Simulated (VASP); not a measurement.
The system is CdS.

```
Cd S
1.0
     0.00000    2.92000    2.92000
     2.92000    0.00000    2.92000
     2.92000    2.92000    0.00000
Cd S
1 1
Direct
  0.00000 0.00000 0.00000
  0.25000 0.25000 0.25000
```

The cell was built by a generator and needn't be a form met in nature.

* Program: VASP 6.6.1
* Task: relaxation of cell and atoms
* Functional: r2SCAN
* Potentials or basis: VASP PAW PBE potentials, release 64 (Cd, S)
* Cutoff: 600 eV
* k mesh: 10 × 10 × 10
* Occupations: gaussian, width 0.02 eV
* Spin: no spin polarisation

At the start: pressure 1.5 GPa; volume 24.90 Å³/atom.

Question: Where does the relaxation end?

Answer: Over 3 steps the energy falls by 2.8 meV/atom and the volume is 25.49 Å³/atom (+2.4 %); space group F-43m (No. 216, to 0.05 Å).

Step by step:
```csv
step,energy change (eV),largest force (eV/Å),pressure (GPa),volume (Å³)
1,0.0000,0.0000,1.53,49.79
2,-0.0045,0.0000,-0.61,51.52
3,-0.0055,0.0000,0.01,50.98
```

Final structure:
```cif
data_structure
_symmetry_space_group_name_H-M 'P 1'
_symmetry_Int_Tables_number 1
_cell_length_a 4.1621
_cell_length_b 4.1621
_cell_length_c 4.1621
_cell_angle_alpha 60.000
_cell_angle_beta 60.000
_cell_angle_gamma 60.000
_cell_volume 50.98
loop_
_atom_site_label
_atom_site_type_symbol
_atom_site_fract_x
_atom_site_fract_y
_atom_site_fract_z
_atom_site_occupancy
Cd1 Cd 0.00000 0.00000 0.00000 1
S1 S 0.25000 0.25000 0.25000 1
```

Caveat: the PAW data sets were made with another functional, which shifts forces and pressure a little.
